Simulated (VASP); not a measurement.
Computed with r2SCAN meta-GGA, VASP's PBE PAW potentials (set 64) (plane waves; VASP).

A VASP calculation is set up with these files.

**KPOINTS**
```
Automatic mesh
0
Gamma
11 11 11
0 0 0
```

**POSCAR**
```
Cr
1
    2.8800000000     0.0000000000     0.0000000000
    0.0000000000     2.8800000000     0.0000000000
    0.0000000000     0.0000000000     2.8800000000
Cr
2
Direct
  0.0000000000   0.0000000000   0.0000000000
  0.5000000000   0.5000000000   0.5000000000
```

### INCAR
```
ALGO = Normal
EDIFF = 1E-6
EDIFFG = -0.01
ENCUT = 400
IBRION = 2
ISIF = 3
ISMEAR = 1
ISPIN = 2
LASPH = .TRUE.
LCHARG = .FALSE.
LMAXMIX = 4
LMIXTAU = .TRUE.
LORBIT = 10
LREAL = .FALSE.
LWAVE = .FALSE.
MAGMOM = 1.5 -1.5
METAGGA = R2SCAN
NELM = 100
NSW = 60
PREC = Accurate
SIGMA = 0.1
SYSTEM = Cr
```

POTCAR, in this order: Cr_pv (PBE.64 set). Program: vasp_std.

Output of the run:

### OSZICAR
```
       N       E                     dE             d eps       ncg     rms          rms(c)
DAV:   1     0.187594398351E+03    0.18759E+03   -0.12881E+04  3616   0.156E+03
DAV:   2    -0.304981769156E+02   -0.21809E+03   -0.21638E+03  3832   0.465E+02
DAV:   3    -0.380102495067E+02   -0.75121E+01   -0.72888E+01  4624   0.963E+01
DAV:   4    -0.381290599701E+02   -0.11881E+00   -0.11876E+00  4856   0.120E+01
DAV:   5    -0.381311259039E+02   -0.20659E-02   -0.20659E-02  5176   0.105E+00    0.215E+01
DAV:   6    -0.297733297462E+02    0.83578E+01   -0.35289E+01  3792   0.770E+01    0.829E+00
DAV:   7    -0.298284705429E+02   -0.55141E-01   -0.19633E+00  4224   0.179E+01    0.425E+00
DAV:   8    -0.299591203695E+02   -0.13065E+00   -0.34297E-01  5608   0.324E+00    0.339E+00
DAV:   9    -0.300347921625E+02   -0.75672E-01   -0.30650E-01  5080   0.298E+00    0.281E+00
DAV:  10    -0.300728369713E+02   -0.38045E-01   -0.45642E-01  4800   0.519E+00    0.126E+00
DAV:  11    -0.300787292433E+02   -0.58923E-02   -0.37554E-02  4704   0.121E+00    0.411E-01
DAV:  12    -0.300786951997E+02    0.34044E-04   -0.58573E-03  4896   0.636E-01    0.249E-01
DAV:  13    -0.300787481559E+02   -0.52956E-04   -0.19367E-04  5008   0.134E-01    0.159E-01
DAV:  14    -0.300786784023E+02    0.69754E-04   -0.20681E-04  4728   0.132E-01    0.909E-02
DAV:  15    -0.300786684715E+02    0.99309E-05   -0.42275E-05  4912   0.576E-02    0.455E-02
DAV:  16    -0.300786833480E+02   -0.14877E-04   -0.50609E-06  3952   0.250E-02    0.598E-03
DAV:  17    -0.300786852948E+02   -0.19468E-05   -0.16185E-06  2584   0.121E-02    0.353E-03
DAV:  18    -0.300786847401E+02    0.55474E-06   -0.22520E-07  2128   0.476E-03
   1 F= -.30078685E+02 E0= -.30078665E+02  d E =-.300787E+02  mag=    -0.0000
       N       E                     dE             d eps       ncg     rms          rms(c)
DAV:   1    -0.379416370501E+02   -0.78630E+01   -0.12860E+02  3776   0.160E+02    0.101E+03
DAV:   2    -0.308093288452E+02    0.71323E+01   -0.15812E+02  3808   0.107E+02    0.119E+03
DAV:   3    -0.300690488901E+02    0.74028E+00   -0.20862E+01  3968   0.566E+01    0.385E+02
DAV:   4    -0.304037224577E+02   -0.33467E+00   -0.11332E+00  4560   0.122E+01    0.249E+02
DAV:   5    -0.302675865466E+02    0.13614E+00   -0.18110E-01  4160   0.486E+00    0.200E+02
DAV:   6    -0.301079987381E+02    0.15959E+00   -0.85623E-01  4608   0.104E+01    0.233E+00
DAV:   7    -0.301299381617E+02   -0.21939E-01   -0.17141E-01  4208   0.388E+00    0.128E+01
DAV:   8    -0.301356341648E+02   -0.56960E-02   -0.16289E-02  5648   0.986E-01    0.142E+00
DAV:   9    -0.301371752030E+02   -0.15410E-02   -0.12629E-03  4464   0.275E-01    0.109E+00
DAV:  10    -0.301368113120E+02    0.36389E-03   -0.48976E-04  4944   0.207E-01    0.302E-01
DAV:  11    -0.301365981239E+02    0.21319E-03   -0.44436E-04  5776   0.190E-01    0.529E-01
DAV:  12    -0.301365701427E+02    0.27981E-04   -0.17155E-05  4128   0.530E-02    0.252E-01
DAV:  13    -0.301365418665E+02    0.28276E-04   -0.39935E-06  4792   0.192E-02    0.543E-02
DAV:  14    -0.301365446746E+02   -0.28081E-05   -0.42746E-07  2512   0.656E-03    0.127E-02
DAV:  15    -0.301365430093E+02    0.16653E-05   -0.57101E-08  1992   0.289E-03    0.110E-02
DAV:  16    -0.301365431427E+02   -0.13340E-06   -0.13190E-08  1928   0.122E-03
   2 F= -.30136543E+02 E0= -.30136574E+02  d E =-.578584E-01  mag=     0.0000
       N       E                     dE             d eps       ncg     rms          rms(c)
DAV:   1    -0.303821895547E+02   -0.24565E+00   -0.50286E+00  3616   0.323E+01    0.525E+00
DAV:   2    -0.301145997814E+02    0.26759E+00   -0.15033E+00  4056   0.140E+01    0.304E+00
DAV:   3    -0.301409520728E+02   -0.26352E-01   -0.83781E-02  4040   0.292E+00    0.111E+00
DAV:   4    -0.301415016991E+02   -0.54963E-03   -0.82154E-03  4368   0.890E-01    0.545E-01
DAV:   5    -0.301412524830E+02    0.24922E-03   -0.24185E-03  4224   0.504E-01    0.389E-01
DAV:   6    -0.301411414624E+02    0.11102E-03   -0.20987E-03  4272   0.439E-01    0.221E-01
DAV:   7    -0.301411308388E+02    0.10624E-04   -0.85545E-04  4176   0.289E-01    0.138E-01
DAV:   8    -0.301410957559E+02    0.35083E-04   -0.78734E-05  4032   0.944E-02    0.406E-02
DAV:   9    -0.301410684802E+02    0.27276E-04   -0.38350E-05  4208   0.565E-02    0.732E-03
DAV:  10    -0.301410712960E+02   -0.28158E-05   -0.44768E-06  4448   0.130E-02    0.549E-03
DAV:  11    -0.301410666339E+02    0.46621E-05   -0.14710E-07  1856   0.370E-03    0.173E-03
DAV:  12    -0.301410654850E+02    0.11490E-05   -0.41535E-08  1840   0.128E-03    0.725E-04
DAV:  13    -0.301410656557E+02   -0.17072E-06   -0.25534E-08  1840   0.876E-04
   3 F= -.30141066E+02 E0= -.30141011E+02  d E =-.623809E-01  mag=    -0.0000
```

File OUTCAR:
```
------------------------ aborting loop because EDIFF is reached ----------------------------------------
  FORCE on cell =-STRESS in cart. coord.  units (eV):
  Direction    XX          YY          ZZ          XY          YZ          ZX
  --------------------------------------------------------------------------------------
  Total       -0.0065915     -0.0065915     -0.0065915      0.0000000      0.0000000      0.0000000
  in kB       -0.4066018     -0.4066018     -0.4066018      0.0000000      0.0000000      0.0000000
  external PRESSURE =      -0.4066018 kB  Pullay stress =       0.0000000 kB
  volume of cell :       25.97
      direct lattice vectors                 reciprocal lattice vectors
     2.961473643  0.000000000 -0.000000000     0.337669728 -0.000000000  0.000000000
     0.000000000  2.961473643  0.000000000    -0.000000000  0.337669728 -0.000000000
    -0.000000000  0.000000000  2.961473643     0.000000000 -0.000000000  0.337669728
 POSITION                                       TOTAL-FORCE (eV/Angst)
 -----------------------------------------------------------------------------------
      0.00000      0.00000      0.00000        -0.000000     -0.000000     -0.000000
      1.48074      1.48074      1.48074         0.000000      0.000000      0.000000
 -----------------------------------------------------------------------------------
    total drift:                               -0.000000      0.000000      0.000000
  FREE ENERGIE OF THE ION-ELECTRON SYSTEM (eV)
  ---------------------------------------------------
  free  energy   TOTEN  =       -30.1410656557 eV

  energy  without entropy=      -30.1409003810  energy(sigma->0) =      -30.14101056

 total charge

# of ion       s       p       d       tot
------------------------------------------
    1        0.654   6.354   4.067  11.076
    2        0.654   6.354   4.067  11.076
--------------------------------------------------
tot          1.309  12.708   8.135  22.151

 magnetization (x)

# of ion       s       p       d       tot
------------------------------------------
    1        0.096   0.043   2.562   2.701
    2       -0.096  -0.043  -2.562  -2.701
--------------------------------------------------
tot          0.000   0.000   0.000   0.000

 reached required accuracy - stopping structural energy minimisation
```
(Selected blocks of OUTCAR.)

CONTCAR:
```
Cr
   1.00000000000000
     2.9614736428766122    0.0000000000000000   -0.0000000000000000
     0.0000000000000000    2.9614736428766122    0.0000000000000000
    -0.0000000000000000    0.0000000000000000    2.9614736428766122
  Cr
     2
Direct
     0.0000000000000000    0.0000000000000000    0.0000000000000000
     0.5000000000000000    0.5000000000000000    0.5000000000000000
```

File OUTCAR:
```
 val. band max:        9.7414464574   @ k =   0.4545   0.4545   0.0000

 cond. band min:       9.9442934277   @ k =   0.4545   0.0909   0.0000


 Fermi energy:         9.7562580532

 spin component 1

 k-point     1 :       0.0000    0.0000    0.0000
  band No.  band energies     occupation
      1     -36.3756      1.00000
      2     -36.3756      1.00000
      3     -36.3756      1.00000
      4     -32.9304      1.00000
      5     -32.9303      1.00000
      6     -32.9303      1.00000
      7       1.4295      1.00000
      8       5.6855      1.00000
      9       5.6855      1.00000
     10       8.2817      1.00000
     11       8.2817      1.00000
     12       8.2817      1.00000
     13      10.8191     -0.00000
     14      11.4410     -0.00000
     15      11.4411     -0.00000
     16      12.9582      0.00000

 k-point     2 :       0.0909    0.0000    0.0000
  band No.  band energies     occupation
      1     -36.3836      1.00000
      2     -36.3736      1.00000
      3     -36.3736      1.00000
      4     -32.9416      1.00000
      5     -32.9307      1.00000
      6     -32.9307      1.00000
      7       1.6016      1.00000
      8       5.7649      1.00000
      9       5.7650      1.00000
     10       8.2505      1.00000
     11       8.2505      1.00000
     12       8.3165      1.00000
     13      10.8184     -0.00000
     14      11.3354     -0.00000
     15      11.4745     -0.00000
     16      12.7446      0.00000

 k-point     3 :       0.1818    0.0000    0.0000
  band No.  band energies     occupation
      1     -36.4052      1.00000
      2     -36.3685      1.00000
      3     -36.3685      1.00000
      4     -32.9722      1.00000
      5     -32.9323      1.00000
      6     -32.9323      1.00000
      7       2.1029      1.00000
      8       5.9689      1.00000
      9       5.9950      1.00000
     10       8.1666      1.00000
     11       8.1666      1.00000
...
```

Energy and stress use the plane-wave basis of the starting cell.

The compound is Cr in the bcc, AFM order structure. This run relaxes it. Symmetry was kept, so distortions that lower it aren't found.
